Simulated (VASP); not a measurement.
Input of a VASP 6.6.1 run:

INCAR

```
ALGO = Fast
EDIFF = 1E-7
ENCUT = 520
GGA = PE
ISIF = 2
ISMEAR = 0
ISPIN = 2
LASPH = T
LCHARG = F
LMAXMIX = 4
LORBIT = 11
LREAL = F
LWAVE = F
MAGMOM = 0.8
NELM = 120
PREC = Accurate
SIGMA = 0.1
```

The input KPOINTS:

```
k-points
0
Gamma
  10 10 10
```

File POSCAR:

```
Ni
1.0
    0.0000000000      1.7619350000      1.7619350000
    1.7619350000      0.0000000000      1.7619350000
    1.7619350000      1.7619350000      0.0000000000
Ni
1
Direct
    0.0000000000      0.0000000000      0.0000000000
```

Potentials or basis: VASP PAW PBE potentials, release 64 (Ni).

Command:

```bash
$ cat potpaw_PBE.64/Ni/POTCAR > POTCAR
$ mpirun -np 1 vasp_std > vasp.out
```

(1) Estimate the pressure.

(2) Predict the net moment.

(3) Predict the site moments.

Results:

(1) -0.4 GPa.

(2) 0.72 μB per cell.

(3) Ni +0.73 μB.
